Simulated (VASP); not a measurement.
A convergence study with VASP on Co (hcp): one setting is varied, all else stays as given below, so the limit is that of these other settings. The cell's lengths are 1 % over those of the tabulated start and one atom is moved, so it is off equilibrium.

```xyz
2
Lattice="1.2675 -2.1955 0.0000 1.2675 2.1955 0.0000 0.0000 0.0000 4.1107" Properties=species:S:1:pos:R:3 pbc="T T T"
Co     1.2675     0.7318     1.0277
Co     1.3281    -0.7318     3.0830
```
Starting moments (μB, in the order of the record's atoms Co Co): 1.8 1.8.

Computed with PBEsol GGA, VASP's PBE PAW potentials (set 64) (plane waves; VASP). The tightest run used: 850 eV cut-off, 18×18×10 Γ-centred mesh, first-order Methfessel-Paxton smearing of 0.10 eV, potentials Co.

Task: The settings run are ENCUT = 150; ENCUT = 250; ENCUT = 350; ENCUT = 450; ENCUT = 550; ENCUT = 600; ENCUT = 650; ENCUT = 700; ENCUT = 750; ENCUT = 800; ENCUT = 850. From which on does the energy per atom stay within 0.002 eV/atom of the tightest run?

Result: From ENCUT = 450 on: it is off by 0.0004 there and by no more than 0.002 in any finer run, while ENCUT = 350 is off by 0.0072.
```csv
setting,E (eV/atom),pressure (GPa),largest force (eV/Å),moment (μB),plane waves,difference judged (eV/atom)
ENCUT = 150,-3.1211,-597.82,0.461,0.000,116,4.5388
ENCUT = 250,-7.6336,-31.89,0.111,3.224,218,0.0263
ENCUT = 350,-7.6671,-20.15,0.115,3.231,360,0.0072
ENCUT = 450,-7.6603,-19.90,0.116,3.229,525,0.0004
ENCUT = 550,-7.6601,-19.79,0.116,3.229,699,0.0002
ENCUT = 600,-7.6599,-19.84,0.116,3.229,782,0.0000
ENCUT = 650,-7.6599,-19.82,0.116,3.229,874,0.0000
ENCUT = 700,-7.6599,-19.78,0.116,3.229,989,0.0000
ENCUT = 750,-7.6599,-19.75,0.116,3.229,1093,0.0000
ENCUT = 800,-7.6599,-19.75,0.116,3.229,1194,0.0000
ENCUT = 850,-7.6599,-19.76,0.116,3.229,1320,0.0000
```

Left out are rungs that failed or repeat a setting and relaxations that didn't move; long series are thinned to 24 rows.

The compound is Co in the hcp structure. The cell was not relaxed at this level, it is distorted from the ideal structure.
